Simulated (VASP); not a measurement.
The system is CdTe.

```
Cd Te
1.0
     0.00000    3.20500    3.20500
     3.20500    0.00000    3.20500
     3.20500    3.20500    0.00000
Cd Te
1 1
Direct
  0.00000 0.00000 0.00000
  0.25000 0.25000 0.25000
```

| Item | Value |
| --- | --- |
| Program | VASP 6.6.1 |
| Task | relaxation of cell and atoms |
| Functional | PBE |
| Potentials or basis | VASP PAW PBE potentials, release 64 (Cd, Te) |
| Cutoff | 350 eV |
| k mesh | 8 × 8 × 8 |
| Occupations | gaussian, width 0.02 eV |
| Spin | no spin polarisation |

At the start: pressure 4.1 GPa; volume 32.92 Å³/atom.

Task: How do energy, volume and symmetry change on relaxing?

Result: Over 5 steps the energy falls by 37.9 meV/atom and the volume is 36.20 Å³/atom (+10.0 %); space group F-43m (No. 216, to 0.05 Å).

The path:
| step | energy change (eV) | largest force (eV/Å) | pressure (GPa) | volume (Å³) |
| --- | --- | --- | --- | --- |
| 1 | 0.0000 | 0.0000 | 4.08 | 65.84 |
| 2 | -0.0715 | 0.0000 | -0.77 | 74.17 |
| 3 | -0.0758 | 0.0000 | 0.02 | 72.36 |
| 4 | -0.0758 | 0.0000 | -0.04 | 72.49 |
| 5 | -0.0758 | 0.0000 | 0.00 | 72.40 |

Final structure:
```xyz
2
Lattice="0.0000 3.3080 3.3080 3.3080 0.0000 3.3080 3.3080 3.3080 0.0000" Properties=species:S:1:pos:R:3 pbc="T T T"
Cd    0.0000    0.0000    0.0000
Te    1.6540    1.6540    1.6540
```
